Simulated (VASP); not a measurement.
# LaTe3 under strain, part 2 of 5

How does the pressure of LaTe3 answer to a change of volume? The bands are shown for each cell. All runs use PBEsol. Left out of this account: at least 1 further run (fields: a reference on another mesh). The start is a computed cell from the Materials Project.

VASP 6.6.1; PBEsol; plane waves and PAW (La, Te).

Still holding for the runs below: Spin-orbit coupling is off here; it can split and shift levels that hold much weight on La and Te by tenths of an eV or more.

So far, pressure (GPa): step 2 (bands, cell as listed) -2.40.

**3. Bands, volume times 1.04**

The cell is expanded evenly, with fractional positions held.

INCAR

```
SYSTEM = LaTe3
PREC = Accurate
ENCUT = 400
EDIFF = 1E-06
NELM = 100
ISMEAR = -1
SIGMA = 0.05
LREAL = .FALSE.
ALGO = Normal
GGA = PS
NBANDS = 49
LASPH = .TRUE.
LORBIT = 11
LWAVE = .FALSE.
LCHARG = .FALSE.
KPAR = 8
```

POSCAR

```
LaTe3
1.0
    4.4860053245      0.0000000000      0.0000000000
    0.0000000000      0.0000000000      4.4897319071
    2.2430026622    -13.7650281255      0.0000000000
La Te
2 6
Direct
    0.8294734600      0.7500000000      0.3410530800
    0.1705265400      0.2500000000      0.6589469200
    0.0734785600      0.7500000000      0.8530428800
    0.9265214400      0.2500000000      0.1469571200
    0.4266317800      0.7500000000      0.1467364400
    0.5733682200      0.2500000000      0.8532635600
    0.7050066000      0.7500000000      0.5899868000
    0.2949934000      0.2500000000      0.4100132000
```

KPOINTS

```
Automatic mesh
0
Gamma
7 7 7
0 0 0
```

KPOINTS_OPT

```
Line mode
12
Line-mode
Reciprocal
  0.00000000   0.00000000   0.00000000 GAMMA
  0.51327625   0.00000000   0.25663812 X

  0.51327625   0.00000000   0.25663812 X
  0.50000000   0.00000000   0.00000000 S

  0.50000000   0.00000000   0.00000000 S
  0.50000000   0.50000000   0.00000000 R

  0.50000000   0.50000000   0.00000000 R
  0.51327625   0.50000000   0.25663812 A

  0.51327625   0.50000000   0.25663812 A
  0.00000000   0.50000000   0.00000000 Z

  0.00000000   0.50000000   0.00000000 Z
  0.00000000   0.00000000   0.00000000 GAMMA

  0.00000000   0.00000000   0.00000000 GAMMA
  0.00000000   0.00000000  -0.50000000 Y

  0.00000000   0.00000000  -0.50000000 Y
  0.48672375   0.00000000  -0.25663812 X1

  0.48672375   0.00000000  -0.25663812 X1
  0.48672375   0.50000000  -0.25663812 A1

  0.48672375   0.50000000  -0.25663812 A1
  0.00000000   0.50000000  -0.50000000 T

  0.00000000   0.50000000  -0.50000000 T
  0.00000000   0.00000000  -0.50000000 Y

  0.00000000   0.50000000   0.00000000 Z
  0.00000000   0.50000000  -0.50000000 T
```

The projector-augmented-wave data sets are La and Te (PBE family, release 64).

Command:

```bash
mpirun -np 8 vasp_std
```

The program printed:

```text
[banner, memory and clock lines left out]
running    8 mpi-ranks, on    1 nodes
 distrk:  each k-point on    1 cores,    8 groups
 distr:  one band on    1 cores,    1 groups

 POSCAR found type information on POSCAR LaTe
 POSCAR found :  2 types and       8 ions
 [... a notice as in an earlier step ...]

 [... a notice as in an earlier step ...]

 LDA part: xc-table for (Slater+PW92), standard interpolation
 POSCAR, INCAR and KPOINTS ok, starting setup
 FFT: planning ... GRIDC
 FFT: planning ... GRID_SOFT
 FFT: planning ... GRID
 WAVECAR not read
 entering main loop
       N       E                     dE             d eps       ncg     rms          rms(c)
DAV:   1     0.503109972599E+03    0.50311E+03   -0.16819E+04  6272   0.102E+03
DAV:   2     0.629954493100E+02   -0.44011E+03   -0.39394E+03  7216   0.237E+02
DAV:   3    -0.314101698181E+02   -0.94406E+02   -0.84982E+02  8051   0.117E+02
DAV:   4    -0.404742950573E+02   -0.90641E+01   -0.89514E+01 10651   0.372E+01
DAV:   5    -0.410975595784E+02   -0.62326E+00   -0.62182E+00 11992   0.874E+00    0.124E+01
DAV:   6    -0.402338450388E+02    0.86371E+00   -0.31847E+00 11440   0.855E+00    0.626E+00
DAV:   7    -0.402250191212E+02    0.88259E-02   -0.11070E+00 10056   0.328E+00    0.425E+00
DAV:   8    -0.402236634976E+02    0.13556E-02   -0.88408E-02 10728   0.123E+00    0.213E+00
DAV:   9    -0.402208193145E+02    0.28442E-02   -0.30600E-02 11048   0.781E-01    0.556E-01
DAV:  10    -0.402209466108E+02   -0.12730E-03   -0.39903E-03 11672   0.215E-01    0.283E-01
DAV:  11    -0.402211483034E+02   -0.20169E-03   -0.99537E-04 11192   0.128E-01    0.847E-02
DAV:  12    -0.402211989107E+02   -0.50607E-04   -0.23059E-04 12064   0.541E-02    0.556E-02
DAV:  13    -0.402212538585E+02   -0.54948E-04   -0.23883E-04 11527   0.500E-02    0.341E-02
DAV:  14    -0.402212594189E+02   -0.55604E-05   -0.33299E-05 12408   0.186E-02    0.249E-02
DAV:  15    -0.402212608509E+02   -0.14320E-05   -0.11184E-05 10439   0.106E-02    0.552E-03
DAV:  16    -0.402212608627E+02   -0.11857E-07   -0.83429E-07  5944   0.440E-03
   1 F= -.40221261E+02 E0= -.40214994E+02  d E =-.125330E-01
 Start KPOINTS_OPT (optional k-point list driver)
k-point batch [1-64\144]
       N       E                     dE             ncg
DAV:   1     0.238004455200E+05   -0.52339E+05     6280
DAV:   2    -0.499599698220E+04   -0.28796E+05     7252
DAV:   3    -0.108362001822E+05   -0.58402E+04     8243
DAV:   4    -0.113552888591E+05   -0.51909E+03    10554
DAV:   5    -0.113913565976E+05   -0.36068E+02    12056
DAV:   6    -0.113946089543E+05   -0.32524E+01    11248
DAV:   7    -0.113947477860E+05   -0.13883E+00    11944
DAV:   8    -0.113947583127E+05   -0.10527E-01    11024
DAV:   9    -0.113947588549E+05   -0.54218E-03    11816
DAV:  10    -0.113947589038E+05   -0.48861E-04     8648
DAV:  11    -0.113947589064E+05   -0.26250E-05     6416
DAV:  12    -0.113947589069E+05   -0.47855E-06     5736
[...]
k-point batch [129-144\144]
       N       E                     dE             ncg
DAV:   1     0.518481425470E+05   -0.81444E+04     1568
DAV:   2     0.445750853860E+05   -0.72731E+04     1805
DAV:   3     0.431088419117E+05   -0.14662E+04     2145
DAV:   4     0.429672679491E+05   -0.14157E+03     2773
DAV:   5     0.429582892671E+05   -0.89787E+01     2992
DAV:   6     0.429572938189E+05   -0.99545E+00     2912
DAV:   7     0.429572490730E+05   -0.44746E-01     2968
DAV:   8     0.429572455224E+05   -0.35506E-02     2896
DAV:   9     0.429572453428E+05   -0.17966E-03     2984
DAV:  10     0.429572453264E+05   -0.16414E-04     2232
DAV:  11     0.429572453254E+05   -0.95199E-06     1792
```

Elapsed: 2.5 min, on 8 MPI ranks of Intel Xeon 6975P-C (Granite Rapids), shared host; peak memory 7.4 GiB.

OUTCAR, selected parts (step 3):

```text
  LATTYP: Found a base centered orthorhombic cell.
 ALAT       =     4.4860053245
 B/A-ratio  =     6.1368755183
 C/A-ratio  =     1.0008307129

 Found     64 irreducible k-points:

   dimension x,y,z NGX =    30 NGY =   30 NGZ =   96
   dimension x,y,z NGXF=    60 NGYF=   60 NGZF=  192

   ENCUT  =  400.0 eV  29.40 Ry    5.42 a.u.   7.32  7.32 22.74*2*pi/ulx,y,z

   NELECT =      58.0000    total number of electrons

 E-fermi :   5.7886

 k-point     1 :       0.0000    0.0000    0.0000
  band No.  band energies     occupation
    ...
     24       5.0822      2.00000
     25       5.1494      1.99999
     26       5.4668      1.99680
     27       5.4708      1.99654
     28       5.5480      1.98387
     29       7.0548      0.00000
     30       7.4244      0.00000
     31       7.6515      0.00000
     32       7.7296      0.00000
     33       7.7406      0.00000
    ...

 k-point     2 :       0.1429    0.0000    0.0000
  band No.  band energies     occupation
    ...
     24       4.7046      2.00000
     25       5.1229      2.00000
     26       5.1481      1.99999
     27       5.3079      1.99987
     28       5.6439      1.89506
     29       7.1654      0.00000
     30       7.1859      0.00000
     31       7.2040      0.00000
     32       7.2685      0.00000
     33       7.3339      0.00000
    ...

  Total       -7.6353211     -5.7642782     -7.6835255     -0.0000000      0.0000000      0.0000000
  in kB      -44.1245808    -33.3118090    -44.4031542     -0.0000000      0.0000000      0.0000000
  external PRESSURE =     -40.6131813 kB  Pullay stress =       0.0000000 kB

  energy-cutoff  :      400.00
  volume of cell :      277.24
      direct lattice vectors                 reciprocal lattice vectors
     4.486005324  0.000000000  0.000000000     0.222915473  0.036323936  0.000000000
     0.000000000  0.000000000  4.489731907     0.000000000  0.000000000  0.222730448
     2.243002662-13.765028126  0.000000000     0.000000000 -0.072647872  0.000000000

 POSITION                                       TOTAL-FORCE (eV/Angst)
 -----------------------------------------------------------------------------------
      4.48601     -4.69461      3.36730         0.000000      0.028413     -0.000000
      2.24300     -9.07042      1.12243        -0.000000     -0.028413      0.000000
      2.24300    -11.74216      3.36730         0.000000      0.242014      0.000000
      4.48601     -2.02287      1.12243        -0.000000     -0.242014     -0.000000
      2.24300     -2.01983      3.36730        -0.000000     -0.254771      0.000000
      4.48601    -11.74520      1.12243         0.000000      0.254771      0.000000
      4.48601     -8.12118      3.36730        -0.000000     -0.017028      0.000000
      2.24300     -5.64384      1.12243         0.000000      0.017028     -0.000000
 -----------------------------------------------------------------------------------
    total drift:                               -0.000000      0.000000      0.000000

  FREE ENERGIE OF THE ION-ELECTRON SYSTEM (eV)
  ---------------------------------------------------
  free  energy   TOTEN  =       -40.2212608627 eV

  energy  without entropy=      -40.2087278515  energy(sigma->0) =      -40.21499436

 total charge
# of ion       s       p       d       f       tot
--------------------------------------------------
    1        2.020   5.630   0.623   0.145   8.418
    2        2.020   5.630   0.623   0.145   8.418
    3        1.419   1.831   0.032   0.000   3.283
    4        1.419   1.831   0.032   0.000   3.283
    5        1.419   1.831   0.032   0.000   3.283
    6        1.419   1.831   0.032   0.000   3.283
    7        1.350   2.072   0.013   0.000   3.436
    8        1.350   2.072   0.013   0.000   3.436
--------------------------------------------------
tot         12.419  22.728   1.401   0.291  36.839

[... 4 parts as in an earlier step ...]

[... 6 further parts left out ...]
```

This step gave:

* free energy (TOTEN): -40.22 eV
* energy at zero smearing: -40.21 eV
* Fermi energy: 5.789 eV
* pressure: -4.061 GPa

The electronic bands at the labelled points (eV, zero at the Fermi level; # counts the bands kept in this run, so #1 is VASP's band 13):

| point | #13 | #14 | #15 | #16 | #17 | #18 | #19 | #20 |
| --- | --- | --- | --- | --- | --- | --- | --- | --- |
| Γ | -0.64 | -0.32 | -0.32 | -0.24 | 1.27 | 1.64 | 1.86 | 1.94 |
| 0.55 of the way | -1.18 | -0.91 | -0.85 | -0.24 | 0.21 | 0.33 | 0.51 | 0.51 |
| X | -1.47 | -1.34 | -1.30 | -1.18 | -1.15 | -1.03 | -0.61 | -0.53 |
| 0.55 of the way | -1.47 | -1.36 | -1.30 | -1.20 | -1.17 | -1.02 | -0.59 | -0.56 |
| S | -1.46 | -1.38 | -1.30 | -1.20 | -1.17 | -1.02 | -0.59 | -0.56 |
| 0.55 of the way | -1.34 | -1.20 | -1.07 | -1.02 | 1.58 | 1.62 | 2.02 | 2.04 |
| R | -1.56 | -1.56 | -1.11 | -1.11 | 2.09 | 2.09 | 2.18 | 2.18 |
| 0.45 of the way | -1.55 | -1.55 | -1.11 | -1.11 | 2.09 | 2.09 | 2.18 | 2.18 |
| A | -1.54 | -1.54 | -1.12 | -1.12 | 2.09 | 2.09 | 2.18 | 2.18 |
| 0.55 of the way | -1.27 | -1.27 | -0.96 | -0.96 | 1.21 | 1.21 | 1.65 | 1.65 |
| Z | -1.30 | -1.30 | -1.25 | -1.25 | -1.10 | -1.10 | -0.67 | -0.67 |
| 0.45 of the way | -1.15 | -1.11 | -0.59 | -0.26 | 0.28 | 0.39 | 0.56 | 0.58 |
| Γ | -0.64 | -0.32 | -0.32 | -0.24 | 1.27 | 1.64 | 1.86 | 1.94 |
| 0.45 of the way | -0.64 | -0.39 | -0.32 | -0.32 | 1.27 | 1.63 | 1.87 | 1.95 |
| Y | -0.64 | -0.62 | -0.32 | -0.32 | 1.27 | 1.64 | 1.86 | 1.97 |
| 0.55 of the way | -1.17 | -1.13 | -0.55 | -0.38 | 0.34 | 0.46 | 0.54 | 0.72 |
| X1 | -1.47 | -1.34 | -1.30 | -1.18 | -1.15 | -1.03 | -0.61 | -0.53 |
| 0.45 of the way | -1.40 | -1.15 | -0.98 | -0.94 | 1.10 | 1.15 | 1.57 | 1.62 |
| A1 | -1.54 | -1.54 | -1.12 | -1.12 | 2.09 | 2.09 | 2.18 | 2.18 |
| 0.55 of the way | -1.29 | -1.29 | -0.94 | -0.94 | 1.08 | 1.08 | 1.51 | 1.51 |
| T | -1.51 | -1.51 | -1.24 | -1.24 | -1.07 | -1.07 | -0.51 | -0.51 |
| 0.45 of the way | -1.15 | -0.94 | -0.85 | -0.32 | 0.28 | 0.40 | 0.48 | 0.68 |
| Y | -0.64 | -0.62 | -0.32 | -0.32 | 1.27 | 1.64 | 1.86 | 1.97 |
| jump to Z | -1.30 | -1.30 | -1.25 | -1.25 | -1.10 | -1.10 | -0.67 | -0.67 |
| 0.45 of the way | -1.44 | -1.44 | -1.25 | -1.25 | -1.07 | -1.07 | -0.59 | -0.59 |
| T | -1.51 | -1.51 | -1.24 | -1.24 | -1.07 | -1.07 | -0.51 | -0.51 |

Of the projections kept (La, Te), the largest for each band there, as a share of the weight inside these atoms' spheres; weight between the spheres isn't counted:

| point | #13 | #14 | #15 | #16 | #17 | #18 | #19 | #20 |
| --- | --- | --- | --- | --- | --- | --- | --- | --- |
| Γ | Te 0.67 | Te 0.78 | Te 0.78 | Te 0.90 | La 0.67 | La 0.76 | La 0.84 | La 0.51 |
| X | Te 0.87 | Te 0.94 | Te 0.90 | Te 0.92 | Te 0.97 | Te 0.92 | Te 0.83 | Te 0.89 |
| S | Te 0.88 | Te 0.95 | Te 0.90 | Te 0.92 | Te 0.97 | Te 0.94 | Te 0.84 | Te 0.86 |
| R | Te 0.84 | Te 0.84 | Te 0.79 | Te 0.79 | La 0.99 | La 0.99 | La 0.98 | La 0.98 |
| A | Te 0.84 | Te 0.84 | Te 0.79 | Te 0.79 | La 0.99 | La 0.99 | La 0.98 | La 0.98 |
| Z | Te 0.96 | Te 0.96 | Te 0.91 | Te 0.91 | Te 0.92 | Te 0.92 | Te 0.86 | Te 0.86 |

Force by atom:

| atom | x (eV/Å) | y (eV/Å) | z (eV/Å) | size |
| --- | --- | --- | --- | --- |
| La1 | 0.000 | 0.028 | 0.000 | 0.028 |
| La2 | 0.000 | -0.028 | 0.000 | 0.028 |
| Te3 | 0.000 | 0.242 | 0.000 | 0.242 |
| Te4 | 0.000 | -0.242 | 0.000 | 0.242 |
| Te5 | 0.000 | -0.255 | 0.000 | 0.255 |
| Te6 | 0.000 | 0.255 | 0.000 | 0.255 |
| Te7 | 0.000 | -0.017 | 0.000 | 0.017 |
| Te8 | 0.000 | 0.017 | 0.000 | 0.017 |

 The pressure is -4.06 GPa.

Between step 2 and this run (cell volume +4.0 %) the value for the pressure moves from -2.40 GPa to -4.06 GPa.

(Part 2 of 5 ends here.)

[Lines on the potential files, build, host, timing and source positions are cut from VASP's logs without a mark.]

[Logs are printed without paths, hosts, clocks, repeated set-up lines and the standing remarks that a program may print on its own settings, such as how far it seeks lower states.]

[Hosts, paths, dates, database ids (printed as entryN), source tags and the programs' standing remarks are cut or masked in the printed files.]

[A measured line is paired with the nearest computed mode of its activity, which favours agreement.]

[In band tables of VASP the shares of atoms and orbitals are scaled to a sum of 1 inside the atoms' spheres.]
